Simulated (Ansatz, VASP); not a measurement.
# LaScSe3 in two plane-wave programs, part 2 of 3

Aim: how closely do two programs agree when they are given the same cell, functional and k mesh? The cell is generated by rule, not measured, and may not be a known phase. The cell is taken from a series of runs on this material, whose earlier steps may have relaxed, scaled, displaced or heated it; both programs get it as it stands.

VASP 6.6.1 and Ansatz 0.2.0.

So far: The structure; Ansatz: relaxation of cell and atoms, PBE, pair 1.

## (3) VASP: relaxation of cell and atoms, PBE, pair 1

Level of this step: PBE; plane waves and PAW (La, Sc_sv, Se); invented cell (VASP).

The same cell, functional, mesh and smearing now go to VASP, with its own data sets.

Lines of VASP's logs that name or quote its potential files are left out, and so is its time.

Input file INCAR:

```
SYSTEM = LaScSe3
PREC = Accurate
ENCUT = 500
EDIFF = 1E-07
NELM = 200
ISMEAR = 0
SIGMA = 0.02
LREAL = .FALSE.
ALGO = Normal
GGA = PE
NBANDS = 26
LASPH = .TRUE.
LORBIT = 11
LWAVE = .FALSE.
LCHARG = .FALSE.
ISIF = 3
IBRION = 2
NSW = 80
EDIFFG = -0.005
GGA_COMPAT = .FALSE.
NELMIN = 4
EFERMI = MIDGAP
LMAXMIX = 6
KPAR = 2
```

Input file POSCAR:

```
LaScSe3
1.0
    5.1193270000      0.0000000000      0.0000000000
    0.0000000000      5.1193270000      0.0000000000
    0.0000000000      0.0000000000      5.1193270000
La Sc Se
1 1 3
Direct
    0.0000000000      0.0000000000      0.0000000000
    0.5000000977      0.5000000977      0.5000000977
    0.5000000977      0.5000000977      0.0000000000
    0.5000000977      0.0000000000      0.5000000977
    0.0000000000      0.5000000977      0.5000000977
```

Input file KPOINTS:

```
Automatic mesh
0
Gamma
6 6 6
0 0 0
```

PAW data sets: La, Sc_sv and Se (PBE family, release 64).

Started as:

```console
mpirun -np 2 vasp_std
```

Numbers of over 12 decimals in the logs are rounded to 6 here.

Log:

```text
[banner, memory and clock lines left out]
running    2 mpi-ranks, on    1 nodes
 distrk:  each k-point on    1 cores,    2 groups
 distr:  one band on    1 cores,    1 groups

 POSCAR found type information on POSCAR LaScSe
 POSCAR found :  3 types and       5 ions
 LDA part: xc-table for (Slater+PW92), standard interpolation
 POSCAR, INCAR and KPOINTS ok, starting setup
 FFT: planning ... GRIDC
 FFT: planning ... GRID_SOFT
 FFT: planning ... GRID
 WAVECAR not read
 entering main loop
       N       E                     dE             d eps       ncg     rms          rms(c)
DAV:   1     0.485326060873E+03    0.48533E+03   -0.15722E+04  1040   0.175E+03
DAV:   2     0.448997239215E+02   -0.44043E+03   -0.42880E+03  1512   0.441E+02
DAV:   3    -0.239632681517E+02   -0.68863E+02   -0.67345E+02  1678   0.208E+02
DAV:   4    -0.311499686699E+02   -0.71867E+01   -0.70307E+01  1718   0.454E+01
DAV:   5    -0.315540852018E+02   -0.40412E+00   -0.40326E+00  1618   0.120E+01    0.114E+01
DAV:   6    -0.293174797883E+02    0.22366E+01   -0.95669E+00  1642   0.222E+01    0.507E+00
DAV:   7    -0.292427069379E+02    0.74773E-01   -0.54294E-01  1938   0.575E+00    0.239E+00
DAV:   8    -0.292347693261E+02    0.79376E-02   -0.15736E-01  1620   0.199E+00    0.501E-01
DAV:   9    -0.292364885816E+02   -0.17193E-02   -0.16025E-02  1862   0.954E-01    0.228E-01
DAV:  10    -0.292369329715E+02   -0.44439E-03   -0.47199E-03  1638   0.518E-01    0.839E-02
DAV:  11    -0.292368785007E+02    0.54471E-04   -0.11399E-03  1648   0.324E-01    0.492E-02
DAV:  12    -0.292369119132E+02   -0.33413E-04   -0.24652E-04  1976   0.125E-01    0.169E-02
DAV:  13    -0.292369107263E+02    0.11870E-05   -0.31231E-05  1568   0.460E-02    0.367E-03
DAV:  14    -0.292369109331E+02   -0.20681E-06   -0.39783E-06  1768   0.111E-02    0.164E-03
DAV:  15    -0.292369111147E+02   -0.18164E-06   -0.21309E-06  1656   0.108E-02    0.157E-03
DAV:  16    -0.292369110301E+02    0.84596E-07   -0.47147E-07  1208   0.638E-03
   1 F= -.29236911E+02 E0= -.29236911E+02  d E =-.292369E+02
 curvature:   0.00 expect dE= 0.000E+00 dE for cont linesearch  0.000E+00
 trial: gam= 0.00000 g(F)=  0.000E+00 g(S)=  0.751E-04 ort = 0.000E+00 (trialstep = 0.100E+01)
 search vector abs. value=  0.751E-04
 bond charge predicted
       N       E                     dE             d eps       ncg     rms          rms(c)
DAV:   1    -0.292374277271E+02   -0.51661E-03   -0.14358E-02  1486   0.115E+00    0.153E-01
DAV:   2    -0.292370169298E+02    0.41080E-03   -0.16498E-03  1772   0.465E-01    0.466E-02
DAV:   3    -0.292369431562E+02    0.73774E-04   -0.23667E-04  1586   0.905E-02    0.207E-02
DAV:   4    -0.292369304695E+02    0.12687E-04   -0.44363E-05  1590   0.550E-02    0.123E-02
DAV:   5    -0.292369287633E+02    0.17063E-05   -0.34765E-06  1732   0.140E-02    0.704E-03
DAV:   6    -0.292369274572E+02    0.13060E-05   -0.75495E-07  1598   0.708E-03    0.700E-04
DAV:   7    -0.292369275830E+02   -0.12573E-06   -0.80711E-08  1026   0.247E-03    0.382E-04
DAV:   8    -0.292369275920E+02   -0.90413E-08   -0.22043E-08  1028   0.190E-03
   2 F= -.29236928E+02 E0= -.29236928E+02  d E =-.165619E-04
 trial-energy change:   -0.000017  1 .order   -0.000018   -0.000075    0.000038
 step:   0.6400(harm=  0.6616)  dis= 0.00000  next Energy=   -29.236935 (dE=-0.236E-04)
 bond charge predicted
       N       E                     dE             d eps       ncg     rms          rms(c)
DAV:   1    -0.292369975000E+02   -0.69917E-04   -0.18594E-03  1462   0.412E-01    0.545E-02
DAV:   2    -0.292369440378E+02    0.53462E-04   -0.21307E-04  1730   0.171E-01    0.168E-02
DAV:   3    -0.292369347755E+02    0.92624E-05   -0.28769E-05  1672   0.328E-02    0.723E-03
DAV:   4    -0.292369338651E+02    0.91041E-06   -0.53553E-06  1596   0.180E-02    0.451E-03
DAV:   5    -0.292369342647E+02   -0.39963E-06   -0.32442E-07  1276   0.471E-03    0.237E-03
DAV:   6    -0.292369346922E+02   -0.42746E-06   -0.97072E-08   992   0.355E-03    0.161E-04
DAV:   7    -0.292369346721E+02    0.20057E-07   -0.29491E-08   922   0.242E-03
   3 F= -.29236935E+02 E0= -.29236935E+02  d E =-.236420E-04
 curvature:  -0.33 expect dE=-0.956E-08 dE for cont linesearch -0.956E-08
 trial: gam=-0.01927 g(F)=  0.297E-47 g(S)=  0.290E-07 ort = 0.148E-05 (trialstep = 0.928E+00)
 search vector abs. value=  0.111E-09
 reached required accuracy - stopping structural energy minimisation
```

Parts of OUTCAR (step 3):

```text
ion  position               nearest neighbor table
   1  0.000  0.000  0.000-
   2  0.500  0.500  0.500-   3 2.56   4 2.56   5 2.56   3 2.56   4 2.56   5 2.56
   3  0.500  0.500  0.000-   2 2.56   2 2.56
   4  0.500  0.000  0.500-   2 2.56   2 2.56
   5  0.000  0.500  0.500-   2 2.56   2 2.56

  LATTYP: Found a simple cubic cell.
 ALAT       =     5.1193270000

 Subroutine GETGRP returns: Found 48 space group operations
 (whereof 48 operations were pure point group operations)

The static configuration has the point symmetry O_h .

 Found     20 irreducible k-points:

   k-points           NKPTS =     20   k-points in BZ     NKDIM =     20   number of bands    NBANDS=     26

   dimension x,y,z NGX =    40 NGY =   40 NGZ =   40
   dimension x,y,z NGXF=    80 NGYF=   80 NGZF=   80

   ENCUT  =  500.0 eV  36.75 Ry    6.06 a.u.   9.33  9.33  9.33*2*pi/ulx,y,z

   NELECT =      40.0000    total number of electrons

 k-points in reciprocal lattice and weights: Automatic mesh
   0.00000000  0.00000000  0.00000000       0.005
   0.16666667  0.00000000  0.00000000       0.028
   0.33333333  0.00000000  0.00000000       0.028
   0.50000000  0.00000000  0.00000000       0.014
   0.16666667  0.16666667  0.00000000       0.056
   0.33333333  0.16666667  0.00000000       0.111
   0.50000000  0.16666667  0.00000000       0.056
   0.33333333  0.33333333  0.00000000       0.056
   0.50000000  0.33333333  0.00000000       0.056
[...]
0.50000000  0.50000000  0.33333333       0.028
   0.50000000  0.50000000  0.50000000       0.005

 average (electrostatic) potential at core
       1-100.7563       2 -45.9465       3 -52.7593       4 -52.7593       5 -52.7593

 E-fermi :   5.1072

 k-point     1 :       0.0000    0.0000    0.0000
  band No.  band energies     occupation
    ...
     16       3.4173      2.00000
     17       3.4173      2.00000
     18       4.6224      2.00000
     19       4.6224      2.00000
     20       4.6224      2.00000
     21       5.4914      0.00000
     22       5.4914      0.00000
     23       5.4914      0.00000
     24       5.5994      0.00000
     25       5.5997      0.00000
    ...

 k-point     2 :       0.1667    0.0000    0.0000
  band No.  band energies     occupation
    ...
     16       3.1067      2.00000
     17       3.1067      2.00000
     18       3.8227      2.00000
     19       4.4128      2.00000
     20       4.4128      2.00000
     21       5.5118      0.00000
     22       5.6211      0.00000
     23       5.6522      0.00000
     24       5.6692      0.00000
     25       5.6695      0.00000
    ...

 k-point     3 :       0.3333    0.0000    0.0000
  band No.  band energies     occupation
    ...
     16       2.6190      2.00000
     17       2.6229      2.00000
     18       2.6229      2.00000
     19       4.1625      2.00000
     20       4.1625      2.00000
     21       5.5317      0.00000
     22       5.6240      0.00000
     23       5.6633      0.00000
     24       5.6743      0.00000
     25       5.6745      0.00000
    ...

  Total        0.0010010      0.0010010      0.0010010      0.0000000     -0.0000000      0.0000000
  in kB        0.0119429      0.0119429      0.0119429      0.0000000     -0.0000000      0.0000000
  external PRESSURE =       0.0119429 kB  Pullay stress =       0.0000000 kB

  energy-cutoff  :      500.00
  volume of cell :      134.29
      direct lattice vectors                 reciprocal lattice vectors
     5.120936878 -0.000000000 -0.000000000     0.195276767 -0.000000000  0.000000000
     0.000000000  5.120936878 -0.000000000     0.000000000  0.195276767 -0.000000000
    -0.000000000  0.000000000  5.120936878     0.000000000  0.000000000  0.195276767

 POSITION                                       TOTAL-FORCE (eV/Angst)
 -----------------------------------------------------------------------------------
      0.00000      0.00000      0.00000        -0.000000      0.000000      0.000000
      2.56047      2.56047      2.56047         0.000000     -0.000000      0.000000
      2.56047      2.56047     -0.00000        -0.000000      0.000000      0.000000
      2.56047     -0.00000      2.56047         0.000000     -0.000000      0.000000
     -0.00000      2.56047      2.56047         0.000000     -0.000000      0.000000
 -----------------------------------------------------------------------------------
    total drift:                               -0.001058     -0.001058     -0.001058

  FREE ENERGIE OF THE ION-ELECTRON SYSTEM (eV)
  ---------------------------------------------------
  free  energy   TOTEN  =       -29.2369346721 eV

  energy  without entropy=      -29.2369346721  energy(sigma->0) =      -29.23693467

 reached required accuracy - stopping structural energy minimisation

 total charge
# of ion       s       p       d       f       tot
--------------------------------------------------
    1        1.984   5.648   0.399   0.190   8.221
    2        2.211   6.216   1.131   0.000   9.558
    3        1.454   2.440   0.015   0.000   3.909
    4        1.454   2.440   0.015   0.000   3.909
    5        1.454   2.440   0.015   0.000   3.909
--------------------------------------------------
tot          8.555  19.185   1.575   0.190  29.504

[... 3 further parts left out ...]
```

CONTCAR:

```
LaScSe3
   1.00000000000000
     5.1209368780804834   -0.0000000000000000   -0.0000000000000000
     0.0000000000000000    5.1209368780804834   -0.0000000000000000
    -0.0000000000000000    0.0000000000000000    5.1209368780804834
  La              Sc              Se
     1     1     3
Direct
     0.0000000000000000    0.0000000000000000    0.0000000000000000
     0.5000000977000028    0.5000000977000028    0.5000000977000028
     0.5000000977000028    0.5000000977000028    0.0000000000000000
     0.5000000977000028    0.0000000000000000    0.5000000977000028
     0.0000000000000000    0.5000000977000028    0.5000000977000028
```

## (4) Comparison

Known differences besides the potentials themselves: the data sets hold 70 valence electrons in Ansatz (on its PAW soft_1 files) and 40 in VASP; the cutoff is 420 eV in Ansatz and 500 eV in VASP; Ansatz adds a Pulay correction to the stress that steers its cell, VASP none. Total energies have different zeros and are not compared.

The two programs side by side:

| quantity | Ansatz | VASP | difference |
| --- | --- | --- | --- |
| volume (Å³) | 133.97 | 134.29 | -0.24 % |
| edge a after relaxation, in the typed setting (Å) | 5.117 | 5.121 | -0.08 % |

## (5) VASP: relaxation of cell and atoms, PBE, pair 2

The relaxed volume is the usual yardstick between codes: in a stiff, nearly cubic crystal its relative difference is about their pressure difference at one cell divided by the bulk modulus.

Edit INCAR of step 3 so:

```diff
@@ -6,3 +6,3 @@
 ISMEAR = 0
-SIGMA = 0.02
+SIGMA = 0.01
 LREAL = .FALSE.
```

Input file POSCAR:

```
LaScSe3
1.0
    5.1168170000      0.0000000000      0.0000000000
    0.0000000000      5.1168170000      0.0000000000
    0.0000000000      0.0000000000      5.1168170000
La Sc Se
1 1 3
Direct
    0.0000000000      0.0000000000      0.0000000000
    0.4999999023      0.4999999023      0.4999999023
    0.4999999023      0.4999999023      0.0000000000
    0.4999999023      0.0000000000      0.4999999023
    0.0000000000      0.4999999023      0.4999999023
```

KPOINTS is that of step 3.

Started as:

```console
mpirun -np 2 vasp_std
```

Log:

```text
[... set-up lines as in an earlier step ...]
 entering main loop
       N       E                     dE             d eps       ncg     rms          rms(c)
DAV:   1     0.485095655880E+03    0.48510E+03   -0.15858E+04  1040   0.178E+03
DAV:   2     0.479046143780E+02   -0.43719E+03   -0.42686E+03  1480   0.443E+02
DAV:   3    -0.235154884296E+02   -0.71420E+02   -0.69737E+02  1666   0.202E+02
DAV:   4    -0.309679208337E+02   -0.74524E+01   -0.73614E+01  1694   0.507E+01
[...]
DAV:  14    -0.292367516340E+02   -0.31773E-06   -0.38349E-06  1702   0.114E-02    0.151E-03
DAV:  15    -0.292367518036E+02   -0.16960E-06   -0.12452E-06  1584   0.853E-03    0.114E-03
DAV:  16    -0.292367517670E+02    0.36542E-07   -0.15380E-07  1040   0.423E-03
   1 F= -.29236752E+02 E0= -.29236752E+02  d E =-.292368E+02
[...]
N       E                     dE             d eps       ncg     rms          rms(c)
DAV:   1    -0.292399862150E+02   -0.32344E-02   -0.90347E-02  1402   0.288E+00    0.381E-01
[...]
DAV:   8    -0.292368616035E+02    0.27602E-07   -0.60488E-08  1032   0.213E-03
   2 F= -.29236862E+02 E0= -.29236862E+02  d E =-.109837E-03
 trial-energy change:   -0.000110  1 .order   -0.000115   -0.000475    0.000244
 step:   0.6500(harm=  0.6604)  dis= 0.00000  next Energy=   -29.236905 (dE=-0.153E-03)
[...]
N       E                     dE             d eps       ncg     rms          rms(c)
DAV:   1    -0.292372847285E+02   -0.42310E-03   -0.11106E-02  1452   0.101E+00    0.133E-01
DAV:   2    -0.292369662485E+02    0.31848E-03   -0.12714E-03  1700   0.404E-01    0.411E-02
DAV:   3    -0.292369102318E+02    0.56017E-04   -0.17852E-04  1640   0.794E-02    0.180E-02
DAV:   4    -0.292369026511E+02    0.75807E-05   -0.29948E-05  1562   0.457E-02    0.107E-02
DAV:   5    -0.292369035274E+02   -0.87630E-06   -0.28047E-06  1804   0.131E-02    0.633E-03
DAV:   6    -0.292369047217E+02   -0.11943E-05   -0.59331E-07  1490   0.610E-03    0.800E-04
DAV:   7    -0.292369045774E+02    0.14431E-06   -0.10921E-07  1026   0.293E-03    0.396E-04
DAV:   8    -0.292369045709E+02    0.64351E-08   -0.26265E-08   942   0.207E-03
   3 F= -.29236905E+02 E0= -.29236905E+02  d E =-.152804E-03
[...]
reached required accuracy - stopping structural energy minimisation
```

Parts of OUTCAR (step 5):

```text
  Total        0.0016657      0.0016657      0.0016657      0.0000000      0.0000000     -0.0000000
  in kB        0.0198726      0.0198726      0.0198726      0.0000000      0.0000000     -0.0000000
  external PRESSURE =       0.0198726 kB  Pullay stress =       0.0000000 kB

 POSITION                                       TOTAL-FORCE (eV/Angst)
 -----------------------------------------------------------------------------------
      0.00000      0.00000      0.00000         0.000000      0.000000      0.000000
      2.56046      2.56046      2.56046        -0.000000     -0.000000      0.000000
      2.56046      2.56046      0.00000         0.000000      0.000000      0.000000
      2.56046     -0.00000      2.56046         0.000000     -0.000000      0.000000
     -0.00000      2.56046      2.56046        -0.000000     -0.000000      0.000000
 -----------------------------------------------------------------------------------
    total drift:                                0.001058      0.001058      0.001058

  FREE ENERGIE OF THE ION-ELECTRON SYSTEM (eV)
  ---------------------------------------------------
  free  energy   TOTEN  =       -29.2369045709 eV

  energy  without entropy=      -29.2369045709  energy(sigma->0) =      -29.23690457

[... 2 parts as in an earlier step ...]

[... 2 further parts left out ...]
[key lines of the parts left out:]
E-fermi :   5.1073
```

## (6) Ansatz: relaxation of cell and atoms, PBE, pair 2

The same cell, functional and mesh now go to Ansatz, which takes its cutoff from its data sets.

The cell is taken from a series of runs on this material, whose earlier steps may have relaxed, scaled, displaced or heated it; both programs get it as it stands.

Input file input.yaml:

```yaml
crystal:
  lattice:
    - [5.1168169499, 0.0, 0.0]
    - [0.0, 5.1168169499, 0.0]
    - [0.0, 0.0, 5.1168169499]
  atoms:
    - { symbol: La, position: [0.0, 0.0, 0.0] }
    - { symbol: Sc, position: [0.5, 0.5, 0.5] }
    - { symbol: Se, position: [0.5, 0.5, 0.0] }
    - { symbol: Se, position: [0.5, 0.0, 0.5] }
    - { symbol: Se, position: [0.0, 0.5, 0.5] }
kpoints:
  mp_grid: { grid: [6, 6, 6] }
hamiltonian:
  xc: pbe
  pseudopotentials: { kind: paw, azcp: { folder: soft_1 } }
scf:
  occupations: { method: fixed }
output:
  forces: true
  stress: true
  eigenvalues: true
relax:
  adjacent_minimum: "off"
  f_tol: 0.001
  max_steps: 60
  cell: { stress_tol: 0.01 }
```

Started as:

```console
ansatz run input.yaml --threads 4 --pin off --max-ram 16384MiB --backend cpu --events-out ev --progress --plain --runs-dir out
```

Log:

```text
[...]
Crystal: 5 atoms, lattice volume = 133.968 Å³
Basis set: ecut = 420 eV, 2601 PW (Γ), exchange–correlation on 72×72×72 points (8 copies of the dense FFT grid, shifted against one another)
Bands: 42, of which v1, the nominal top of the filled ones, is band 35 counted from 1 (34 counted from 0)
Symmetry: 48 space group operations
[...]
k-points: 20 of 216
[...]
--- Relaxed structure (2 steps of the walk, 2 accepted, 1 SCFs on fresh bases) ---
[...]
cell:  # Å, volume = 134.0266 Å³
    - [5.117568, 0, 0]
    - [0, 5.117568, 0.0]
    - [0.0, 0.0, 5.117568]
  atoms:
    - { symbol: La, position: [0, 0, 0] }
    - { symbol: Sc, position: [0.5, 0.5, 0.5] }
    - { symbol: Se, position: [0.5, 0.5, 0] }
    - { symbol: Se, position: [0.5, 0, 0.5] }
    - { symbol: Se, position: [0, 0.5, 0.5] }
[key lines of the parts left out:]
SCF converged after 8 iterations
Free energy (F): -24801.011643 eV
Fermi energy:    8.928212 eV
P = ⅓ Tr σ = -0.0063 GPa (-0.063 kbar)
```

## (7) Differences

What differs besides the data sets and the points named for the pairs above, as far as they apply: fixed occupations in Ansatz, narrow Gaussian smearing in VASP; the data sets hold 70 valence electrons in Ansatz (on its PAW soft_1 files) and 40 in VASP. Total energies have different zeros and are not compared.

Compared:

| quantity | Ansatz | VASP | difference |
| --- | --- | --- | --- |
| volume (Å³) | 134.03 | 134.29 | -0.20 % |
| edge a after relaxation, in the typed setting (Å) | 5.118 | 5.121 | -0.06 % |

[end of part 2 of 3]

[Lines on the potential files, build, host, timing and source positions are cut from VASP's logs without a mark.]

[Logs are printed without paths, hosts, clocks, repeated set-up lines and the standing remarks that a program may print on its own settings, such as how far it seeks lower states.]

[Hosts, paths, dates, database ids (printed as entryN), source tags and the programs' standing remarks are cut or masked in the printed files.]
